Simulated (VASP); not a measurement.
Input:

```
Cd2SSe
1.0
    2.10507    -3.64609     0.00000
    2.10507     3.64609     0.00000
    0.00000     0.00000    13.73486
Cd Se S
4 2 2
Direct
  0.66667   0.33333   0.25057
  0.33333   0.66667   0.98973
  0.66667   0.33333   0.75015
  0.33333   0.66667   0.51110
  0.66667   0.33333   0.44184
  0.33333   0.66667   0.18163
  0.66667   0.33333   0.93428
  0.33333   0.66667   0.69469
```

All values below come from PBEsol GGA, VASP's PBE PAW potentials (set 64) (plane waves; VASP 6.6.1). Settings: 400 eV cut-off, Gaussian smearing of 0.050 eV, potentials Cd Se S.

Q: Give the energies of bands 27 to 40 at the high-symmetry points, in eV from the valence-band maximum.

A: 
| band | Γ | M | K | A | L | H |
|---|---|---|---|---|---|---|
| 27 | -2.81 | -4.33 | -3.97 | -1.44 | -4.12 | -4.09 |
| 28 | -1.11 | -3.80 | -3.93 | -1.29 | -4.00 | -4.03 |
| 29 | -1.11 | -2.90 | -3.38 | -1.10 | -2.48 | -3.30 |
| 30 | -0.72 | -2.20 | -2.70 | -1.10 | -2.30 | -3.01 |
| 31 | -0.72 | -1.65 | -2.61 | -0.77 | -2.16 | -2.22 |
| 32 | -0.39 | -1.64 | -2.12 | -0.77 | -1.79 | -2.00 |
| 33 | -0.39 | -1.55 | -2.10 | -0.33 | -1.43 | -1.84 |
| 34 | -0.25 | -1.44 | -1.84 | -0.33 | -1.23 | -1.78 |
| 35 | 0.00 | -1.42 | -1.31 | -0.03 | -1.23 | -1.62 |
| 36 | 0.00 | -0.83 | -1.29 | -0.03 | -0.90 | -1.55 |
| 37 | 0.63 | 2.89 | 3.79 | 1.59 | 2.72 | 4.14 |
| 38 | 2.08 | 2.91 | 3.79 | 1.66 | 2.79 | 4.15 |
| 39 | 2.38 | 3.19 | 4.09 | 2.18 | 3.27 | 4.41 |
| 40 | 2.51 | 3.32 | 4.66 | 2.51 | 3.43 | 4.42 |

The gap is direct, 0.63 eV, from the valence maximum at Γ to the conduction minimum at Γ.

The structure was generated: Cd4S2Se2 was put into an ordered model structure (P3m1), which need not be its known phase. It was relaxed first.
